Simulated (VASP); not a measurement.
# In2Ni3S2 with r2SCAN: from relaxation to properties, part 7 of 8

What structure and properties does r2SCAN give In2Ni3S2, and how near are they to the measured ones? The start is a computed cell from the Materials Project.

VASP 6.6.1; r2SCAN, spin-polarised from a ferromagnetic start; plane waves and PAW (In_d, Ni, S).

Still holding for the runs below: The k-mesh is coarse for a metal.

So far. Step 6 (Zone-centre phonons (r2SCAN)): The three acoustic modes lie within 2.5 cm⁻¹ of zero, and all others are real. By the characters of their eigenvectors the optical modes sort into (cm⁻¹) Raman active: Eg 299, A1g 387; infrared active: A2u 59, Eu 82, Eu 131, Eu 138, A2u 154, Eu 215, A2u 230, Eu 367, A2u 406; silent: A1u 135. With a centre of inversion no mode is active in both. Step 8 (Volume scan with r2SCAN): The pressure here is 8.38 GPa.

## (9) Volume scan with r2SCAN (run 2)

The input, INCAR:

```
SYSTEM = In2Ni3S2
PREC = Accurate
ENCUT = 400
EDIFF = 1E-06
NELM = 100
ISMEAR = 0
SIGMA = 0.05
LREAL = .FALSE.
ALGO = Normal
METAGGA = R2SCAN
LASPH = .TRUE.
NBANDS = 47
ISPIN = 2
MAGMOM = 0 0 1 1 1 0 0
LMAXMIX = 4
LORBIT = 11
LWAVE = .FALSE.
LCHARG = .FALSE.
KPAR = 4
ISIF = 2
```

The input, POSCAR:

```
In2Ni3S2
1.0
    2.6471830705      1.5283518583      4.4469231471
   -2.6471830705      1.5283518583      4.4469231471
    0.0000000000     -3.0567037167      4.4469231471
In Ni S
2 3 2
Direct
    0.5000000000      0.5000000000      0.5000000000
    0.0000000000      0.0000000000      0.0000000000
    0.5000000000      0.0000000000      0.0000000000
    0.0000000000      0.5000000000      0.0000000000
    0.0000000000      0.0000000000      0.5000000000
    0.7232349648      0.7232349648      0.7232349648
    0.2767650352      0.2767650352      0.2767650352
```

The input, KPOINTS:

```
Automatic mesh
0
Gamma
5 5 5
0 0 0
```

PAW data sets: In_d, Ni and S (PBE family, release 64).

Launch:

```sh
$ mpirun -np 4 vasp_std
```

Output:

```text
[... set-up lines as in an earlier step ...]
 entering main loop
       N       E                     dE             d eps       ncg     rms          rms(c)
DAV:   1     0.538294740007E+03    0.53829E+03   -0.25672E+04  3594   0.167E+03
DAV:   2    -0.292572683232E+02   -0.56755E+03   -0.53991E+03  3586   0.427E+02
DAV:   3    -0.109831103285E+03   -0.80574E+02   -0.77622E+02  3930   0.177E+02
DAV:   4    -0.114318993372E+03   -0.44879E+01   -0.44468E+01  4209   0.422E+01
DAV:   5    -0.114538143143E+03   -0.21915E+00   -0.21906E+00  5520   0.873E+00    0.254E+01
DAV:   6    -0.108642927464E+03    0.58952E+01   -0.54458E+01  4278   0.104E+02    0.304E+01
DAV:   7    -0.100200145502E+03    0.84428E+01   -0.17166E+01  4486   0.698E+01    0.988E+00
DAV:   8    -0.100465981647E+03   -0.26584E+00   -0.36958E+00  5109   0.200E+01    0.542E+00
DAV:   9    -0.100379704056E+03    0.86278E-01   -0.82435E-01  4487   0.904E+00    0.188E+00
DAV:  10    -0.100384851812E+03   -0.51478E-02   -0.70611E-02  5065   0.236E+00    0.124E+00
DAV:  11    -0.100386712610E+03   -0.18608E-02   -0.15181E-02  4579   0.695E-01    0.864E-01
DAV:  12    -0.100387426500E+03   -0.71389E-03   -0.50884E-03  5528   0.757E-01    0.284E-01
DAV:  13    -0.100387619023E+03   -0.19252E-03   -0.13977E-03  4313   0.296E-01    0.112E-01
DAV:  14    -0.100387649528E+03   -0.30505E-04   -0.11522E-04  5064   0.844E-02    0.736E-02
DAV:  15    -0.100387673671E+03   -0.24143E-04   -0.89470E-05  5180   0.737E-02    0.330E-02
DAV:  16    -0.100387679172E+03   -0.55007E-05   -0.21196E-05  4545   0.312E-02    0.220E-02
DAV:  17    -0.100387678889E+03    0.28246E-06   -0.26972E-06  3491   0.122E-02
   1 F= -.10038768E+03 E0= -.10038625E+03  d E =-.286032E-02  mag=    -0.0025
```

The job ended after 97 s (4 MPI ranks of Intel Xeon 6975P-C (Granite Rapids), shared host; peak memory 1.2 GiB).

From OUTCAR (step 9):

```text
   ENCUT  =  400.0 eV  29.40 Ry    5.42 a.u.   8.80  8.80  8.80*2*pi/ulx,y,z

   NELECT =      68.0000    total number of electrons

 E-fermi :   9.1484

 spin component 1
 k-point     1 :       0.0000    0.0000    0.0000
  band No.  band energies     occupation
    ...
     32       7.6162      1.00000
     33       7.6162      1.00000
     34       8.2636      1.00000
     35       8.7176      1.00000
     36       8.7176      1.00000
     37       9.8241      0.00000
     38       9.8489      0.00000
     39      13.2525      0.00000
     40      13.2525      0.00000
     41      14.4671      0.00000
    ...

 k-point     2 :       0.2000    0.0000    0.0000
  band No.  band energies     occupation
    ...
     31       7.4277      1.00000
     32       7.6994      1.00000
     33       8.0382      1.00000
     34       8.5471      1.00000
     35       9.1013      0.90852
     36       9.2270      0.01317
     37      10.2031      0.00000
     38      11.1386      0.00000
     39      13.1891      0.00000
     40      13.4264      0.00000
    ...

  Total        3.3846314      3.3846314      3.8648010      0.0000000     -0.0000000      0.0000000
  in kB       50.2346944     50.2346944     57.3613711      0.0000000     -0.0000000      0.0000000
  external PRESSURE =      52.6102533 kB  Pullay stress =       0.0000000 kB

 POSITION                                       TOTAL-FORCE (eV/Angst)
 -----------------------------------------------------------------------------------
      0.00000     -0.00000      6.67038         0.000000     -0.000000      0.000000
      0.00000      0.00000      0.00000         0.000000     -0.000000      0.000000
      1.32359      0.76418      2.22346        -0.000000     -0.000000      0.000000
     -1.32359      0.76418      2.22346         0.000000     -0.000000      0.000000
      0.00000     -1.52835      2.22346        -0.000000     -0.000000      0.000000
      0.00000     -0.00000      9.64851         0.000000      0.000000     -0.584383
      0.00000     -0.00000      3.69226         0.000000     -0.000000      0.584383
 -----------------------------------------------------------------------------------
    total drift:                                0.000000      0.000000     -0.000000

  FREE ENERGIE OF THE ION-ELECTRON SYSTEM (eV)
  ---------------------------------------------------
  free  energy   TOTEN  =      -100.3876788895 eV

  energy  without entropy=     -100.3848185654  energy(sigma->0) =     -100.38624873

 magnetization (x)
# of ion       s       p       d       tot
------------------------------------------
    1       -0.000   0.000   0.000  -0.000
    2        0.000   0.000   0.000   0.000
    3       -0.000   0.000  -0.001  -0.001
    4       -0.000   0.000  -0.001  -0.001
    5       -0.000   0.000  -0.001  -0.001
    6        0.000  -0.000   0.000  -0.000
    7        0.000  -0.000   0.000  -0.000
--------------------------------------------------
tot         -0.000   0.000  -0.003  -0.004

[... 4 parts as in an earlier step ...]

[... 17 further parts left out ...]
```

This step gave:

```
free energy (TOTEN)     : -100.3877 eV
energy at zero smearing : -100.3862 eV
Fermi energy            : 9.148 eV
pressure                : 5.261 GPa
```

Force by atom:

| atom | x (eV/Å) | y (eV/Å) | z (eV/Å) | size |
| --- | --- | --- | --- | --- |
| In1 | 0.000 | 0.000 | 0.000 | 0.000 |
| In2 | 0.000 | 0.000 | 0.000 | 0.000 |
| Ni3 | 0.000 | 0.000 | 0.000 | 0.000 |
| Ni4 | 0.000 | 0.000 | 0.000 | 0.000 |
| Ni5 | 0.000 | 0.000 | 0.000 | 0.000 |
| S6 | 0.000 | 0.000 | -0.584 | 0.584 |
| S7 | 0.000 | 0.000 | 0.584 | 0.584 |

The pressure falls from 8.38 to 5.26 GPa.

The run ends at a pressure of 5.26 GPa, with forces up to 0.58 eV/Å.

## (10) Volume scan with r2SCAN (run 3)

INCAR is that of step 9.

Changes to POSCAR since step 9:

```diff
@@ -2,5 +2,5 @@
 1.0
-    2.6471830705      1.5283518583      4.4469231471
-   -2.6471830705      1.5283518583      4.4469231471
-    0.0000000000     -3.0567037167      4.4469231471
+    2.6654400824      1.5388925490      4.4775925517
+   -2.6654400824      1.5388925490      4.4775925517
+    0.0000000000     -3.0777850982      4.4775925517
 In Ni S
```

KPOINTS is that of step 9.

Launch:

```sh
$ mpirun -np 4 vasp_std
```

Output:

```text
[... set-up lines as in an earlier step ...]
 entering main loop
       N       E                     dE             d eps       ncg     rms          rms(c)
DAV:   1     0.535667759501E+03    0.53567E+03   -0.25825E+04  3595   0.165E+03
DAV:   2    -0.304234825189E+02   -0.56609E+03   -0.53896E+03  3579   0.425E+02
DAV:   3    -0.110085975033E+03   -0.79662E+02   -0.76832E+02  3894   0.176E+02
DAV:   4    -0.114478671123E+03   -0.43927E+01   -0.43540E+01  4293   0.415E+01
[...]
DAV:  15    -0.100446637894E+03   -0.22188E-04   -0.66173E-05  5094   0.614E-02    0.332E-02
DAV:  16    -0.100446642463E+03   -0.45696E-05   -0.17579E-05  4616   0.301E-02    0.217E-02
DAV:  17    -0.100446642519E+03   -0.55337E-07   -0.26801E-06  3233   0.128E-02
   1 F= -.10044664E+03 E0= -.10044511E+03  d E =-.306184E-02  mag=    -0.0072
```

Elapsed: 77 s, on 4 MPI ranks; peak memory 1.3 GiB.

From OUTCAR (step 10):

```text
  Total        1.6274136      1.6274136      1.8712214      0.0000000     -0.0000000      0.0000000
  in kB       23.6611302     23.6611302     27.2058757      0.0000000     -0.0000000      0.0000000
  external PRESSURE =      24.8427121 kB  Pullay stress =       0.0000000 kB

 POSITION                                       TOTAL-FORCE (eV/Angst)
 -----------------------------------------------------------------------------------
      0.00000     -0.00000      6.71639         0.000000      0.000000     -0.000000
      0.00000      0.00000      0.00000         0.000000      0.000000     -0.000000
      1.33272      0.76945      2.23880        -0.000000      0.000000     -0.000000
     -1.33272      0.76945      2.23880         0.000000      0.000000     -0.000000
      0.00000     -1.53889      2.23880        -0.000000      0.000000     -0.000000
      0.00000     -0.00000      9.71505         0.000000      0.000000     -0.279674
      0.00000     -0.00000      3.71772         0.000000     -0.000000      0.279674
 -----------------------------------------------------------------------------------
    total drift:                                0.000000      0.000000     -0.000000

  FREE ENERGIE OF THE ION-ELECTRON SYSTEM (eV)
  ---------------------------------------------------
  free  energy   TOTEN  =      -100.4466425187 eV

  energy  without entropy=     -100.4435806777  energy(sigma->0) =     -100.44511160

 magnetization (x)
# of ion       s       p       d       tot
------------------------------------------
    1       -0.001   0.001   0.000  -0.000
    2        0.000   0.000   0.000   0.000
    3       -0.000   0.000  -0.003  -0.003
    4       -0.000   0.000  -0.003  -0.003
    5       -0.000   0.000  -0.003  -0.003
    6       -0.000  -0.000   0.000  -0.000
    7       -0.000  -0.000   0.000  -0.000
--------------------------------------------------
tot         -0.001   0.000  -0.008  -0.009

[... 1 part as in an earlier step ...]

[... 2 further parts left out ...]
[key lines of the parts left out:]
E-fermi :   8.8528
```

The pressure falls from 5.26 to 2.48 GPa.

The run ends at a pressure of 2.48 GPa, with forces up to 0.28 eV/Å.

## (11) Volume scan with r2SCAN (run 4)

INCAR is that of step 10.

Changes to POSCAR since step 10:

```diff
@@ -2,5 +2,5 @@
 1.0
-    2.6654400824      1.5388925490      4.4775925517
-   -2.6654400824      1.5388925490      4.4775925517
-    0.0000000000     -3.0777850982      4.4775925517
+    2.6834503590      1.5492907871      4.5078474732
+   -2.6834503590      1.5492907871      4.5078474732
+    0.0000000000     -3.0985815743      4.5078474732
 In Ni S
```

KPOINTS is that of step 10.

Launch:

```sh
$ mpirun -np 4 vasp_std
```

Output:

```text
[... set-up lines as in an earlier step ...]
 entering main loop
       N       E                     dE             d eps       ncg     rms          rms(c)
DAV:   1     0.530767311366E+03    0.53077E+03   -0.25794E+04  3572   0.164E+03
DAV:   2    -0.310427133213E+02   -0.56181E+03   -0.53555E+03  3572   0.422E+02
DAV:   3    -0.110149902335E+03   -0.79107E+02   -0.76263E+02  3909   0.175E+02
DAV:   4    -0.114585062405E+03   -0.44352E+01   -0.43964E+01  4284   0.414E+01
[...]
DAV:  15    -0.100468603584E+03   -0.19990E-04   -0.44157E-05  4497   0.452E-02    0.325E-02
DAV:  16    -0.100468605017E+03   -0.14330E-05   -0.11289E-05  4562   0.264E-02    0.183E-02
DAV:  17    -0.100468604561E+03    0.45529E-06   -0.12659E-06  2728   0.889E-03
   1 F= -.10046860E+03 E0= -.10046685E+03  d E =-.350419E-02  mag=    -0.0185
```

Run time: 69 s. Hardware: 4 MPI ranks; peak memory 1.3 GiB.

OUTCAR, selected parts (step 11):

```text
  Total        0.0136624      0.0136624      0.0217889      0.0000000     -0.0000000     -0.0000000
  in kB        0.1946668      0.1946668      0.3104547      0.0000000     -0.0000000     -0.0000000
  external PRESSURE =       0.2332628 kB  Pullay stress =       0.0000000 kB

 POSITION                                       TOTAL-FORCE (eV/Angst)
 -----------------------------------------------------------------------------------
      0.00000     -0.00000      6.76177         0.000000      0.000000     -0.000000
      0.00000      0.00000      0.00000         0.000000      0.000000     -0.000000
      1.34173      0.77465      2.25392         0.000000      0.000000     -0.000000
     -1.34173      0.77465      2.25392        -0.000000      0.000000     -0.000000
      0.00000     -1.54929      2.25392        -0.000000      0.000000     -0.000000
      0.00000     -0.00000      9.78070         0.000000     -0.000000      0.001740
      0.00000     -0.00000      3.74284         0.000000      0.000000     -0.001740
 -----------------------------------------------------------------------------------
    total drift:                               -0.000000      0.000000     -0.000000

  FREE ENERGIE OF THE ION-ELECTRON SYSTEM (eV)
  ---------------------------------------------------
  free  energy   TOTEN  =      -100.4686045615 eV

  energy  without entropy=     -100.4651003747  energy(sigma->0) =     -100.46685247

[... 3 parts as in an earlier step ...]

[... 1 further part left out ...]
[key lines of the parts left out:]
E-fermi :   8.5678
```

The pressure falls from 2.48 to 0.02 GPa.

The run ends at a pressure of 0.02 GPa, with forces up to 0.0017 eV/Å.

## (12) Volume scan with r2SCAN (run 5)

INCAR is that of step 11.

Changes to POSCAR since step 11:

```diff
@@ -2,5 +2,5 @@
 1.0
-    2.6834503590      1.5492907871      4.5078474732
-   -2.6834503590      1.5492907871      4.5078474732
-    0.0000000000     -3.0985815743      4.5078474732
+    2.7012220713      1.5595512900      4.5377016378
+   -2.7012220713      1.5595512900      4.5377016378
+    0.0000000000     -3.1191025801      4.5377016378
 In Ni S
```

KPOINTS is that of step 11.

Launch:

```sh
$ mpirun -np 4 vasp_std
```

Output:

```text
[... set-up lines as in an earlier step ...]
 entering main loop
       N       E                     dE             d eps       ncg     rms          rms(c)
DAV:   1     0.527345060205E+03    0.52735E+03   -0.25648E+04  3572   0.163E+03
DAV:   2    -0.326138066905E+02   -0.55996E+03   -0.53428E+03  3572   0.420E+02
DAV:   3    -0.110273135387E+03   -0.77659E+02   -0.74694E+02  3903   0.173E+02
DAV:   4    -0.114660475197E+03   -0.43873E+01   -0.43450E+01  4221   0.411E+01
[...]
DAV:  15    -0.100457571425E+03   -0.22915E-04   -0.48936E-05  4536   0.465E-02    0.342E-02
DAV:  16    -0.100457572169E+03   -0.74399E-06   -0.12075E-05  4395   0.283E-02    0.184E-02
DAV:  17    -0.100457571732E+03    0.43700E-06   -0.15674E-06  2961   0.939E-03
   1 F= -.10045757E+03 E0= -.10045557E+03  d E =-.400203E-02  mag=    -0.0011
```

The job ended after 69 s (4 MPI ranks; peak memory 1.3 GiB; 4.5 min of CPU time).

From OUTCAR (step 12):

```text
  Total       -1.4810267     -1.4810267     -1.6971867     -0.0000000      0.0000000      0.0000000
  in kB      -20.6883729    -20.6883729    -23.7078984     -0.0000000      0.0000000      0.0000000
  external PRESSURE =     -21.6948814 kB  Pullay stress =       0.0000000 kB

 POSITION                                       TOTAL-FORCE (eV/Angst)
 -----------------------------------------------------------------------------------
      0.00000     -0.00000      6.80655        -0.000000      0.000000      0.000000
      0.00000      0.00000      0.00000        -0.000000      0.000000      0.000000
      1.35061      0.77978      2.26885        -0.000000      0.000000      0.000000
     -1.35061      0.77978      2.26885        -0.000000      0.000000      0.000000
      0.00000     -1.55955      2.26885         0.000000      0.000000      0.000000
      0.00000     -0.00000      9.84547        -0.000000     -0.000000      0.261428
      0.00000     -0.00000      3.76763        -0.000000      0.000000     -0.261428
 -----------------------------------------------------------------------------------
    total drift:                                0.000000      0.000000     -0.000000

  FREE ENERGIE OF THE ION-ELECTRON SYSTEM (eV)
  ---------------------------------------------------
  free  energy   TOTEN  =      -100.4575717316 eV

  energy  without entropy=     -100.4535696983  energy(sigma->0) =     -100.45557071

 magnetization (x)
# of ion       s       p       d       tot
------------------------------------------
    1       -0.000   0.000  -0.000  -0.000
    2        0.000   0.000  -0.000   0.000
    3       -0.000   0.000  -0.000  -0.000
    4       -0.000   0.000  -0.000  -0.000
    5       -0.000   0.000  -0.000  -0.000
    6        0.000  -0.000   0.000  -0.000
    7        0.000  -0.000   0.000  -0.000
--------------------------------------------------
tot         -0.000   0.000  -0.001  -0.001

[... 1 part as in an earlier step ...]

[... 2 further parts left out ...]
[key lines of the parts left out:]
E-fermi :   8.2942
```

The pressure falls from 0.02 to -2.17 GPa.

The run ends at a pressure of -2.17 GPa, with forces up to 0.26 eV/Å.

## (13) Volume scan with r2SCAN (run 6)

INCAR is that of step 12.

Changes to POSCAR since step 12:

```diff
@@ -2,5 +2,5 @@
 1.0
-    2.7012220713      1.5595512900      4.5377016378
-   -2.7012220713      1.5595512900      4.5377016378
-    0.0000000000     -3.1191025801      4.5377016378
+    2.7187629659      1.5696785302      4.5671680585
+   -2.7187629659      1.5696785302      4.5671680585
+    0.0000000000     -3.1393570605      4.5671680585
 In Ni S
```

KPOINTS is that of step 12.

Launch:

```sh
$ mpirun -np 4 vasp_std
```

Output:

```text
[... set-up lines as in an earlier step ...]
 entering main loop
       N       E                     dE             d eps       ncg     rms          rms(c)
DAV:   1     0.527759906988E+03    0.52776E+03   -0.25713E+04  3572   0.162E+03
DAV:   2    -0.322906253817E+02   -0.56005E+03   -0.53433E+03  3579   0.419E+02
DAV:   3    -0.110294194752E+03   -0.78004E+02   -0.75059E+02  3940   0.173E+02
DAV:   4    -0.114702528782E+03   -0.44083E+01   -0.43662E+01  4247   0.411E+01
[...]
DAV:  24    -0.100417935494E+03   -0.34490E-05   -0.12412E-05  4531   0.262E-02    0.122E-02
DAV:  25    -0.100417933979E+03    0.15148E-05   -0.14409E-05  3804   0.430E-02    0.853E-03
DAV:  26    -0.100417934098E+03   -0.11915E-06   -0.36103E-06  2735   0.165E-02
   1 F= -.10041793E+03 E0= -.10041569E+03  d E =-.448596E-02  mag=     0.0010
```

Wall time 1.9 min (4 MPI ranks); peak memory 1.3 GiB; 7.5 min of CPU time.

From OUTCAR (step 13):

```text
  Total       -2.8433797     -2.8433797     -3.2781321      0.0000000      0.0000000      0.0000000
  in kB      -38.9551722    -38.9551722    -44.9114135      0.0000000      0.0000000      0.0000000
  external PRESSURE =     -40.9405859 kB  Pullay stress =       0.0000000 kB

 POSITION                                       TOTAL-FORCE (eV/Angst)
 -----------------------------------------------------------------------------------
      0.00000     -0.00000      6.85075         0.000000      0.000000     -0.000000
      0.00000      0.00000      0.00000         0.000000      0.000000      0.000000
      1.35938      0.78484      2.28358         0.000000     -0.000000     -0.000000
     -1.35938      0.78484      2.28358         0.000000      0.000000      0.000000
      0.00000     -1.56968      2.28358        -0.000000     -0.000000     -0.000000
      0.00000     -0.00000      9.90941         0.000000     -0.000000      0.499757
      0.00000     -0.00000      3.79210         0.000000      0.000000     -0.499757
 -----------------------------------------------------------------------------------
    total drift:                                0.000000      0.000000     -0.000000

  FREE ENERGIE OF THE ION-ELECTRON SYSTEM (eV)
  ---------------------------------------------------
  free  energy   TOTEN  =      -100.4179340982 eV

  energy  without entropy=     -100.4134481355  energy(sigma->0) =     -100.41569112

 magnetization (x)
# of ion       s       p       d       tot
------------------------------------------
    1        0.000   0.000   0.000   0.000
    2        0.000   0.000   0.000   0.000
    3        0.000   0.000  -0.000  -0.000
    4        0.000   0.000  -0.000  -0.000
    5        0.000   0.000  -0.000  -0.000
    6        0.000  -0.000   0.000  -0.000
    7        0.000  -0.000   0.000  -0.000
--------------------------------------------------
tot          0.000   0.000  -0.000  -0.000

[... 1 part as in an earlier step ...]

[... 2 further parts left out ...]
[key lines of the parts left out:]
E-fermi :   8.0311
```

The pressure falls from -2.17 to -4.09 GPa.

The run ends at a pressure of -4.09 GPa, with forces up to 0.50 eV/Å.

(Continued in part 8 of 8.)

[Lines on the potential files, build, host, timing and source positions are cut from VASP's logs without a mark.]

[Logs are printed without paths, hosts, clocks, repeated set-up lines and the standing remarks that a program may print on its own settings, such as how far it seeks lower states.]

[Hosts, paths, dates, database ids (printed as entryN), source tags and the programs' standing remarks are cut or masked in the printed files.]

[A measured line is paired with the nearest computed mode of its activity, which favours agreement.]

[In band tables of VASP the shares of atoms and orbitals are scaled to a sum of 1 inside the atoms' spheres.]
